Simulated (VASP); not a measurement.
Input:

```
KI
1.0
    0.00000     3.57972     3.57972
    3.57972     0.00000     3.57972
    3.57972     3.57972     0.00000
K I
1 1
Direct
  0.00000   0.00000   0.00000
  0.50000   0.50000   0.50000
```

Method: r2SCAN meta-GGA, VASP's PBE PAW potentials (set 64) (plane waves; VASP). Run with 520 eV cut-off, 7×7×7 Γ-centred mesh, Gaussian smearing of 0.050 eV, potentials K_sv I.

The job: KI (rock salt), 2 atoms, r2SCAN, static run, 520 eV, 7×7×7 Γ-centred mesh. Roughly how much core time does it take on a busy server core?

About 80 core-seconds (one run on a shared machine, a rough figure). It had 20 irreducible k-points, 12 bands, up to 2502 plane waves and 23 electronic steps.

The compound is KI in the rock salt structure. This cell is one point of a volume scan, at 1.03 of the reference volume.
